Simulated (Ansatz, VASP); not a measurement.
# Cross-check of GdY between VASP and Ansatz, part 2 of 2

One calculation is typed for both programs; each brings its own data sets and cutoff. How far apart do they land? The cell is invented: As first built, before any earlier steps moved the atoms (in the runner's words): it takes the YSb structure with some of its atoms replaced by other elements, volume scaled by an estimate. It may not be a known or stable phase. The cell is taken from a series of VASP runs on this material, whose earlier steps may have relaxed, scaled or displaced it; both programs get it as it stands.

VASP 6.6.1 and Ansatz 0.2.0.

So far: Set-up; VASP: relaxation of cell and atoms, LDA.

### 3. Ansatz: relaxation of cell and atoms, LDA

Level of this step: Ansatz beside VASP: Kohn-Sham DFT, plane waves, LDA (Ansatz).

Ansatz runs on its default PAW (the set named soft_2) files.

The same cell, functional (in two slightly different forms), mesh and smearing now go to Ansatz, which takes its cutoff from its data sets.

input.yaml

```yaml
crystal:
  lattice:
    - [0.0, 3.1049349179, 3.1049349179]
    - [3.1049349179, 0.0, 3.1049349179]
    - [3.1049349179, 3.1049349179, 0.0]
  atoms:
    - { symbol: Gd, position: [0.0, 0.0, 0.0], spin: 7.0 }
    - { symbol: "Y", position: [0.5, 0.5, 0.5] }
hamiltonian:
  xc: lda
  pseudopotentials: { kind: paw }
magnetization:
  spin_polarized: true
kpoints:
  mp_grid: { grid: [6, 6, 6] }
scf:
  occupations: { method: methfessel_paxton, width: 0.2 }
relax:
  f_tol: 0.01
  max_steps: 60
  cell: { stress_tol: 0.05 }
output:
  forces: true
  stress: true
  write_density: true
  write_potential: true
  elf: true
  volumetric_format: npy
```

The run is started by

```sh
$ ansatz run input.yaml --threads 4 --pin off --max-ram 9216MiB --backend cpu --events-out ev --progress --plain --runs-dir out
```

Numbers of over 12 decimals in the logs are rounded to 6 here.

The program printed:

```text
Engine: ansatz 0.2.0, x86_64-unknown-linux-gnu
Pseudopotentials: kind: paw
Pseudopotential: Gd, paw, valence charge 18, recommended cutoff 420 eV (normal), Gd.paw.azcp
Pseudopotential: Y, paw, valence charge 11, recommended cutoff 420 eV (normal), Y.paw.azcp
Functional definition: SPW92
  exchange = slater_x
  correlation = pw_c
Crystal: 2 atoms, lattice volume = 59.867 Å³
Basis set: ecut = 420 eV, 1211 PW (Γ)
Bands: 22, of which v1, the nominal top of the filled ones, is band 15 counted from 1 (14 counted from 0)
Symmetry: 48 space group operations
Space group: Fm-3m (ITA 225), of the structure as read, at distance tolerance 3.9e-5 Å
Magnetic group: BNS 225.116 (UNI 1618), of the structure as read, at distance tolerance 3.9e-5 Å
k-points: 16 of 216
Non-local potential: Gd, projectors of the file, l = 0: 3, l = 1: 2, l = 2: 2, l = 3: 3
Non-local potential: Y, projectors of the file, l = 0: 3, l = 1: 2, l = 2: 2, l = 3: 1
PAW form: soft (Blöchl's): semilocal exchange-correlation on the pseudo side does not see the compensation charge
PAW frozen core: Gd, regenerated for the run's functional, and the local potential with it (the file was generated under x = pbe(κ = 0.804, μ = 0.219515), c = pbe(β = 0.066725))
PAW frozen core: Y, regenerated for the run's functional, and the local potential with it (the file was generated under x = pbe(κ = 0.804, μ = 0.219515), c = pbe(β = 0.066725))
PAW one-centre angular grid: Gd, 590 points (default); XC on 64 Gauss nodes
PAW one-centre angular grid: Y, 590 points (default); XC on 64 Gauss nodes
Initial density: superposition of atomic densities (chi_scale 0.1, normalization cell)
Starting moments: Σ|m| = 7 μB on 1 of 2 sites
Initial wavefunctions: pseudopotential atomic-orbital guess
Functional: x = slater, c = lda
iter 1 solved again at ethr=6.74e-4 eV; its pass at ethr=3.10e-3 eV (dr2=1.96e-1 eV) is discarded
SCF iter   1: F=—  HF=-12870.916687 eV  |F-HF|=—  |Δ(HF+E_count)|=         —  Δρ=1.85e-2 (↑4.53e-3 ↓1.85e-2)  dr2=1.93e-1  dr2_m=5.33e-2  M=7.237 μB ∫|m|=7.242 μB  β_m=0.30  ethr=6.74e-4  ⟨swp⟩=1.0  Hψ=3738  notcnv=0
Mixer restart at iter 1: flushing history
preconditioner: auto → Kerker (q_TF=auto, 2.418 Å⁻¹)  [metal: Δε(μ)=0.052 eV  Ē_g=13.038 eV  σ=0.200 eV  W_gap=0.15  n_scr=14 (ndim 8)  ℏωp=24.0 eV  f_vac=0.000  D(μ)=5.50/eV (n_scr^D=64)]
spin=Collinear: Kerker preconditioning applied to the charge; magnetization (m = ρ↑ − ρ↓) channel mixes plain (no charge-response kernel on spin).
SCF iter   2: F=—  HF=-12870.942733 eV  |F-HF|=—  |Δ(HF+E_count)|=   2.60e-2  Δρ=1.55e-2 (↑3.85e-3 ↓1.55e-2)  dr2=1.27e-1  dr2_m=4.08e-2  M=7.298 μB ∫|m|=7.302 μB  β_m=0.44  ethr=6.64e-4  ⟨swp⟩=1.5  Hψ=752  notcnv=0
SCF iter   3: F=—  HF=-12871.012033 eV  |F-HF|=—  |Δ(HF+E_count)|=   6.93e-2  Δρ=6.65e-3 (↑2.01e-3 ↓6.65e-3)  dr2=2.25e-2  dr2_m=8.37e-3  M=7.542 μB ∫|m|=7.544 μB  β_m=0.72  ethr=4.36e-4  ⟨swp⟩=2.0  Hψ=1438  notcnv=0
SCF iter   4: F=—  HF=-12871.042973 eV  |F-HF|=—  |Δ(HF+E_count)|=   3.09e-2  Δρ=1.99e-3 (↑1.99e-3 ↓1.18e-3)  dr2=1.19e-3  dr2_m=1.02e-3  M=7.732 μB ∫|m|=7.734 μB  β_m=0.65  ethr=7.77e-5  ⟨swp⟩=2.0  Hψ=1345  notcnv=0  defer=1
SCF iter   5: F=—  HF=-12871.043156 eV  |F-HF|=—  |Δ(HF+E_count)|=   1.83e-4  Δρ=6.57e-4 (↑6.57e-4 ↓6.44e-4)  dr2=3.42e-5  dr2_m=2.18e-4  M=7.788 μB ∫|m|=7.789 μB  β_m=0.82  ethr=4.09e-6  ⟨swp⟩=2.5  Hψ=1337  notcnv=0
SCF iter   6: F=—  HF=-12871.043975 eV  |F-HF|=—  |Δ(HF+E_count)|=   8.19e-4  Δρ=3.67e-4 (↑3.67e-4 ↓3.17e-4)  dr2=1.21e-5  dr2_m=6.17e-5  M=7.827 μB ∫|m|=7.828 μB  β_m=0.91  ethr=1.18e-7  ⟨swp⟩=2.1  Hψ=1270  notcnv=0
SCF iter   7: F=—  HF=-12871.002248 eV  |F-HF|=—  |Δ(HF+E_count)|=         —  Δρ=5.59e-3 (↑1.31e-3 ↓5.59e-3)  dr2=1.75e-2  dr2_m=4.73e-3  M=7.948 μB ∫|m|=7.949 μB  β_m=0.91  ethr=4.18e-8  ⟨swp⟩=2.1  Hψ=1274  notcnv=0
Mixer restart at iter 7: flushing history
iteration 7: the input's own smearing fills from here on; a Gaussian of 0.2 eV has filled iterations ahead of it
SCF iter   8: F=—  HF=-12871.032924 eV  |F-HF|=—  |Δ(HF+E_count)|=   3.07e-2  S|Δr|=    0.00e0  Δρ=2.61e-2 (↑4.26e-3 ↓2.61e-2)  dr2=4.59e-1  dr2_m=7.95e-2  M=7.640 μB ∫|m|=7.642 μB  β_m=0.42  ethr=4.18e-8  ⟨swp⟩=4.2  Hψ=2357  notcnv=0  recentre
SCF iter   9: F=—  HF=-12871.001594 eV  |F-HF|=—  |Δ(HF+E_count)|=   3.13e-2  S|Δr|=    0.00e0  Δρ=4.68e-3 (↑1.05e-3 ↓4.68e-3)  dr2=1.26e-2  dr2_m=3.19e-3  M=7.956 μB ∫|m|=7.957 μB  β_m=0.28  ethr=4.18e-8  ⟨swp⟩=4.1  Hψ=2464  notcnv=0
SCF iter  10: F=—  HF=-12870.999882 eV  |F-HF|=—  |Δ(HF+E_count)|=   1.71e-3  S|Δr|=    0.00e0  Δρ=2.62e-3 (↑6.62e-4 ↓2.62e-3)  dr2=3.22e-3  dr2_m=1.21e-3  M=7.950 μB ∫|m|=7.951 μB  β_m=0.20  ethr=4.18e-8  ⟨swp⟩=3.2  Hψ=1690  notcnv=0
SCF iter  11: F=—  HF=-12870.999736 eV  |F-HF|=—  |Δ(HF+E_count)|=   1.46e-4  S|Δr|=    0.00e0  Δρ=1.58e-3 (↑3.27e-4 ↓1.58e-3)  dr2=1.38e-3  dr2_m=3.67e-4  M=7.959 μB ∫|m|=7.960 μB  β_m=0.73  ethr=4.18e-8  ⟨swp⟩=2.3  Hψ=1318  notcnv=0
SCF iter  12: F=—  HF=-12870.999526 eV  |F-HF|=—  |Δ(HF+E_count)|=   2.10e-4  S|Δr|=    0.00e0  Δρ=1.27e-4 (↑4.48e-5 ↓1.27e-4)  dr2=1.06e-5  dr2_m=2.30e-6  M=7.958 μB ∫|m|=7.960 μB  β_m=0.86  ethr=4.18e-8  ⟨swp⟩=2.9  Hψ=1461  notcnv=0
SCF iter  13: F=—  HF=-12870.999530 eV  |F-HF|=—  |Δ(HF+E_count)|=   3.84e-6  S|Δr|=    0.00e0  Δρ=1.58e-4 (↑5.02e-5 ↓1.58e-4)  dr2=9.84e-6  dr2_m=5.27e-6  M=7.957 μB ∫|m|=7.958 μB  β_m=0.90  ethr=3.65e-8  ⟨swp⟩=2.0  Hψ=1159  notcnv=0
SCF iter  14: F=—  HF=-12870.999531 eV  |F-HF|=—  |Δ(HF+E_count)|=   4.48e-7  S|Δr|=    0.00e0  Δρ=1.01e-4 (↑1.56e-5 ↓1.01e-4)  dr2=6.12e-6  dr2_m=1.37e-6  M=7.957 μB ∫|m|=7.958 μB  β_m=0.71  ethr=3.39e-8  ⟨swp⟩=2.2  Hψ=1113  notcnv=0
SCF iter  15: F=—  HF=-12870.999530 eV  |F-HF|=—  |Δ(HF+E_count)|=   7.20e-7  S|Δr|=    0.00e0  Δρ=4.87e-5 (↑6.18e-6 ↓4.87e-5)  dr2=1.43e-6  dr2_m=3.21e-7  M=7.957 μB ∫|m|=7.959 μB  β_m=0.49  ethr=2.11e-8  ⟨swp⟩=1.0  Hψ=704  notcnv=0
SCF iter  16: F=-12870.999530 eV  HF=-12870.999530 eV  |F-HF|=1.38e-8  |Δ(HF+E_count)|=   2.23e-7  S|Δr|=    0.00e0  Δρ=5.33e-6 (↑1.37e-6 ↓5.33e-6)  dr2=1.58e-8  dr2_m=5.06e-9  M=7.957 μB ∫|m|=7.959 μB  ethr=3.45e-10  ⟨swp⟩=6.6  Hψ=4500  notcnv=0
SCF 1 converged in 16 iterations: F = -12870.999530 eV  dr2 = 1.58e-8
  greatest PAW one-centre occupation: 0.998 electrons in one spin orbital (limit 2), on the Gd atom at site 0 (counted from 0), in its partial waves of l = 0
relax step   1: F+E_penalty+E_count = -12870.99952964 eV  Δ(F+E_penalty+E_count) = +0.000e0 eV  max|allowed force component| = 1.714e-29 eV/Å  Δτ_max = 0.0000 Å  P = +0.213 GPa  Ω = 59.867 Å³  (16 SCF iters, dr2 threshold 1.00e-7 eV, accepted)
[...]
relax step   2: F+E_penalty+E_count = -12870.99972851 eV  Δ(F+E_penalty+E_count) = -1.989e-4 eV  max|allowed force component| = 4.865e-30 eV/Å  Δτ_max = 0.0000 Å  P = +0.011 GPa  Ω = 60.234 Å³  energy of the carried Pulay correction = -5.599e-5 eV  (6 SCF iters, dr2 threshold 1.13e-7 eV, accepted)
[...]
relax step   3: F+E_penalty+E_count = -12870.99978904 eV  Δ(F+E_penalty+E_count) = -6.053e-5 eV  max|allowed force component| = 7.100e-30 eV/Å  Δτ_max = 0.0000 Å  P = +0.012 GPa  Ω = 60.234 Å³  stress off target by 1.20e-2 GPa  SCF on the basis re-selected at this cell (its energy is not comparable with the rows above)  (7 SCF iters)
basis re-selected at this cell: Δ(F+E_penalty+E_count) = -6.053e-5 eV, ΔP = +0.001 GPa vs the last step (what re-selecting the basis moved, of the pressure what is left beyond the Pulay correction that the steps carried, after the strain that the cell walked since its last selection, with what the two solves' SCF thresholds leave and, on support functions, any second-order correction that the steps lacked; it is no m [...]
SCF converged after 7 iterations
Stability not checked: this state was not tested for a lower state beside it, because cold or Methfessel-Paxton smearing, or corrected tetrahedra, fill the levels in a way that the test cannot read (fill_not_monotonic; see scf.lower_state_search)
Magnetization: 7.9623 μB (18.4811 up, 10.5189 down)
Absolute magnetization: 7.9637 μB (∫|ρ↑−ρ↓|, with the PAW one-centre terms)
Spin contamination: 0.0185 ħ² per cell (⟨S²⟩ above its minimum at these occupations)
Per-site moments (μB) at R_I (Å): [(7.258067, 1.283395), (0.276414, 1.283395)]
Free energy (F): -12870.999789 eV
Harris-Foulkes:  -12870.999789 eV  (|F-HF|=3.64e-12)
Internal energy: -12871.020737 eV  (E = F + TS)
E sigma→0 (E₀):  -12871.005026 eV
Entropy (-TS):   0.020948 eV (10.474 meV/atom)
Fermi energy:    11.642627 eV
--- Per-component energies (eV) ---
  E_band       = -137.177654
  E_kinetic    = 713.916573
  E_local      = -2823.504317  (includes V_loc(G=0)·N_el)
  E_nonlocal   = 352.590957
  E_hartree    = 1119.360091
  E_xc         = -403.676735
  E_vxc        = -451.970177  (∫ρ·V_xc dr)
  E_paw        = -8971.301415  (= ΣΔE_a)
  E_vpaw       = -166.930898  (= ΣTr[D̂ρ^β])
  E_aug_tail   = 0.000002  (compensation charges beyond the density's cutoff)
  E_ewald      = -2860.014511
  E_core_change = 1.608619  (= ΣΔE_core)
  E_smearing   = 0.020948  (= −TS)
  E_closure    = -0.000000  (closes the sum)
  Σ components = -12870.999789   (vs F -12870.999789, Δ=0.00e0)
--- Forces (eV/Å), atoms counted from 1 ---
  atom   1  Gd     0.00000000    -0.00000000    -0.00000000
  atom   2  Y      0.00000000     0.00000000    -0.00000000
  max |Σ_I F_I| component: 1.53e-29 eV/Å
--- Stress (GPa, compression-positive) ---
        0.011969       0.000000      -0.000000
        0.000000       0.011969      -0.000000
       -0.000000      -0.000000       0.011969
  P = ⅓ Tr σ = 0.0120 GPa (0.120 kbar)
--- Band table (eV; the first three rows and the last of 32) ---
  k-point 0 ↑: bands = [... 11 lower, 7.0853, 7.0977, 7.1349, 7.1349, 7.1349, 10.3927, 10.3927, 10.5021, ... 3 higher]
  k-point 1 ↑: bands = [... 11 lower, 7.1035, 7.1210, 7.1210, 7.1354, 7.3765, 10.4404, 10.7340, 10.7340, ... 3 higher]
  k-point 2 ↑: bands = [... 11 lower, 7.0984, 7.0984, 7.1180, 7.1364, 8.6719, 10.3988, 11.6519, 11.6519, ... 3 higher]
  k-point 15 ↓: bands = [... 11 lower, 11.8264, 11.9920, 12.0311, 12.0447, 12.1329, 12.1419, 12.1889, 12.2789, ... 3 higher]
--- Relaxed structure (2 steps of the walk, 2 accepted, 1 SCFs on fresh bases) ---
  F+E_penalty+E_count = -12870.99978904 eV   max|allowed force component| = 7.100e-30 eV/Å   (the final SCF, on the basis selected at the relaxed cell)
  cell:  # Å, volume = 60.2337 Å³
    - [0, 3.111262, 3.111262]
    - [3.111262, 0, 3.111262]
    - [3.111262, 3.111262, 0]
  atoms:
    - { symbol: Gd, position: [0, 0, 0] }
    - { symbol: Y, position: [0.5, 0.5, 0.5] }
```

Elapsed: 4.8 s, on 4 threads of Intel Xeon Platinum 8488C (Sapphire Rapids), shared host; peak memory 0.45 GiB; 12 s of CPU time.

### 4. Side by side

Known differences besides the potentials themselves: the two LDA forms differ slightly; both relaxations stop at a tolerance, which leaves soft axes loose, and VASP keeps its plane-wave basis; the cutoff is 420 eV in Ansatz and 450 eV in VASP; Ansatz makes its cores anew for this functional, VASP keeps those of its PBE data sets; VASP's log shows a relativistic correction to its local exchange, Ansatz's none; Ansatz adds a Pulay correction to the stress that steers its cell, VASP none; site moments are counted in spheres of each program's own size. Total energies have different zeros and are not compared.

Compared:

| quantity | Ansatz | VASP | difference |
| --- | --- | --- | --- |
| volume (Å³) | 60.23 | 59.84 | +0.66 % |
| edge a after relaxation, in the typed setting (Å) | 4.400 | 4.390 | +0.22 % |
| total moment (μB) | 7.96 | 7.73 | +0.23 |
| moment on Gd1 (μB) | 7.26 | 6.96 | +0.30 |
| moment on Y2 (μB) | 0.28 | 0.30 | -0.02 |

The walks stopped with 0.01 GPa left in Ansatz and -0.03 GPa in VASP; each walk ends within a tolerance, so the volume difference is uncertain by about these residues over the bulk modulus, most in soft cells.

### 5. Results

```
difference in volume (relaxation of cell and atoms, LDA) : 0.66 %
```

What this shows: The difference in volume is 0.66 % (relaxation of cell and atoms, LDA), within the 1.2 % picked in this series as the mark of a large difference, as far as the stopping tolerances let one tell. How closely two codes agree says nothing of how well the functional describes the real material.

[Lines on the potential files, build, host, timing and source positions are cut from VASP's logs without a mark.]

[Logs are printed without paths, hosts, clocks, repeated set-up lines and the standing remarks that a program may print on its own settings, such as how far it seeks lower states.]

[Hosts, paths, dates, database ids (printed as entryN), source tags and the programs' standing remarks are cut or masked in the printed files.]
